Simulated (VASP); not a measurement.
These are PBEsol GGA, VASP's PBE PAW potentials (set 64) (plane waves; VASP 6.6.1) values and carry that method's errors.

The input files of a VASP run:

File KPOINTS:
```
Automatic mesh
0
Gamma
7 7 2
0 0 0
```

**POSCAR**
```
Be3ZnSe4
1
   -0.0000000000     2.6312740896     2.6312740896
    2.6312740896    -0.0000000000     2.6312740896
   10.5438237248    10.5438237248    -0.0187273664
Zn Se Be
1 4 3
Direct
  0.0044877953   0.0044877953   0.9966341535
  0.2285698656   0.2285698656   0.0785726008
  0.2429511040   0.2429511040   0.3177866720
  0.2555265888   0.2555265888   0.5583550584
  0.2689895737   0.2689895737   0.7982578198
  0.9870117675   0.9870117675   0.2597411744
  0.0004530979   0.0004530979   0.4996601766
  0.0120102072   0.0120102072   0.7409923446
```

**INCAR**
```
ALGO=Normal
EDIFF=1E-6
EDIFFG=-0.02
ENCUT=400
GGA=PS
IBRION=2
ISIF=3
ISMEAR=0
LASPH=T
LCHARG=F
LMAXMIX=4
LREAL=F
LWAVE=F
NELM=100
NSW=60
PREC=Accurate
SIGMA=0.05
SYSTEM=Be3ZnSe4
```

POTCAR, in this order: Zn Se Be (PBE.64 set). Program: vasp_std.

The run wrote:

OSZICAR:
```
       N       E                     dE             d eps       ncg     rms          rms(c)
DAV:   1     0.222947453071E+03    0.22295E+03   -0.15710E+04  1664   0.124E+03
DAV:   2    -0.134435234491E+02   -0.23639E+03   -0.23030E+03  1970   0.273E+02
DAV:   3    -0.352019634804E+02   -0.21758E+02   -0.21584E+02  1980   0.915E+01
DAV:   4    -0.356620609771E+02   -0.46010E+00   -0.45936E+00  2200   0.139E+01
DAV:   5    -0.356671792902E+02   -0.51183E-02   -0.51148E-02  2106   0.142E+00    0.808E+00
DAV:   6    -0.349678411008E+02    0.69934E+00   -0.16158E+00  2180   0.440E+01    0.567E+00
DAV:   7    -0.348688118706E+02    0.99029E-01   -0.12572E+00  2012   0.622E+00    0.175E+00
DAV:   8    -0.348646605554E+02    0.41513E-02   -0.48118E-02  2178   0.209E+00    0.541E-01
DAV:   9    -0.348633078982E+02    0.13527E-02   -0.17594E-02  2222   0.157E+00    0.157E-01
DAV:  10    -0.348632036511E+02    0.10425E-03   -0.18663E-03  2294   0.735E-01    0.856E-02
DAV:  11    -0.348632887480E+02   -0.85097E-04   -0.40804E-04  2100   0.146E-01    0.234E-02
DAV:  12    -0.348633085174E+02   -0.19769E-04   -0.52605E-05  2102   0.439E-02    0.114E-02
DAV:  13    -0.348633124428E+02   -0.39254E-05   -0.11601E-05  2366   0.496E-02    0.653E-03
DAV:  14    -0.348633126155E+02   -0.17266E-06   -0.52978E-06  2114   0.317E-02
   1 F= -.34863313E+02 E0= -.34863313E+02  d E =-.348633E+02
       N       E                     dE             d eps       ncg     rms          rms(c)
DAV:   1    -0.348639365204E+02   -0.62408E-03   -0.17838E-02  1742   0.909E-01    0.127E-01
DAV:   2    -0.348636932353E+02    0.24329E-03   -0.12677E-03  2260   0.506E-01    0.625E-02
DAV:   3    -0.348635956818E+02    0.97553E-04   -0.14696E-04  2200   0.114E-01    0.301E-02
DAV:   4    -0.348635750014E+02    0.20680E-04   -0.66569E-05  2224   0.571E-02    0.976E-03
DAV:   5    -0.348635752753E+02   -0.27390E-06   -0.11648E-05  1930   0.331E-02    0.521E-03
DAV:   6    -0.348635752192E+02    0.56105E-07   -0.97886E-07   976   0.124E-02
   2 F= -.34863575E+02 E0= -.34863575E+02  d E =-.262604E-03
       N       E                     dE             d eps       ncg     rms          rms(c)
DAV:   1    -0.348636093096E+02   -0.34034E-04   -0.11147E-03  1768   0.223E-01    0.316E-02
DAV:   2    -0.348635943746E+02    0.14935E-04   -0.77995E-05  2268   0.124E-01    0.157E-02
DAV:   3    -0.348635884492E+02    0.59254E-05   -0.91650E-06  2208   0.284E-02    0.758E-03
DAV:   4    -0.348635872761E+02    0.11730E-05   -0.42021E-06  2140   0.144E-02    0.246E-03
DAV:   5    -0.348635873113E+02   -0.35225E-07   -0.65176E-07   966   0.832E-03
   3 F= -.34863587E+02 E0= -.34863587E+02  d E =-.274696E-03
```

File OUTCAR:
```
------------------------ aborting loop because EDIFF is reached ----------------------------------------
  FORCE on cell =-STRESS in cart. coord.  units (eV):
  Direction    XX          YY          ZZ          XY          YZ          ZX
  --------------------------------------------------------------------------------------
  Total        0.0305111      0.0305111      0.0305111     -0.0054092      0.0054092      0.0054092
  in kB        0.3347932      0.3347932      0.3347932     -0.0593543      0.0593543      0.0593543
  external PRESSURE =       0.3347932 kB  Pullay stress =       0.0000000 kB
  volume of cell :      146.01
      direct lattice vectors                 reciprocal lattice vectors
     0.000000000  2.629031156  2.629031156    -0.189905230  0.190463028  0.189905230
     2.629031156  0.000000000  2.629031156     0.190463028 -0.189905230  0.189905230
    10.547104014 10.547104014 -0.030979389     0.047336858  0.047336858 -0.047336858
 POSITION                                       TOTAL-FORCE (eV/Angst)
 -----------------------------------------------------------------------------------
     10.52369     10.52369     -0.00756        -0.004696     -0.004696      0.004696
      1.42958      1.42958      1.19945         0.009117      0.009117     -0.009117
      3.98939      3.98939      1.26867         0.007443      0.007443     -0.007443
      6.56098      6.56098      1.32612         0.002530      0.002530     -0.002530
      9.12708      9.12708      1.38905         0.005784      0.005784     -0.005784
      5.33458      5.33458      5.18154        -0.007509     -0.007509      0.007509
      5.27248      5.27248     -0.01442        -0.001204     -0.001204      0.001204
      7.84549      7.84549      0.04161        -0.011465     -0.011465      0.011465
 -----------------------------------------------------------------------------------
    total drift:                                0.000301      0.000301     -0.000201
  FREE ENERGIE OF THE ION-ELECTRON SYSTEM (eV)
  ---------------------------------------------------
  free  energy   TOTEN  =       -34.8635873113 eV

  energy  without entropy=      -34.8635873113  energy(sigma->0) =      -34.86358731

 reached required accuracy - stopping structural energy minimisation
```
(Selected blocks of OUTCAR.)

**CONTCAR**
```
Be3ZnSe4
   1.00000000000000
     0.0000000000000000    2.6290311562444537    2.6290311562444537
     2.6290311562444537    0.0000000000000000    2.6290311562444537
    10.5471040138931222   10.5471040138931222   -0.0309793889153079
  Zn              Se              Be
     1     4     3
Direct
     0.0044341882032138    0.0044341882032138    0.9966743588225875
     0.2285800555681557    0.2285800555681557    0.0785649583238850
     0.2431530580475266    0.2431530580475266    0.3176352064643515
     0.2554961943380556    0.2554961943380556    0.5583778542464566
     0.2688782007119478    0.2688782007119478    0.7983413495410370
     0.9869778731752626    0.9869778731752626    0.2597665951435517
     0.0002029054768640    0.0002029054768640    0.4998478209173542
     0.0122775244789739    0.0122775244789739    0.7407918566407714
```

The structure was generated: Be3ZnSe4 was put into an ordered model structure (R3m), which need not be its known phase. This run relaxes it. Symmetry was kept, so distortions that lower it aren't found. The start is the result of an earlier pass.
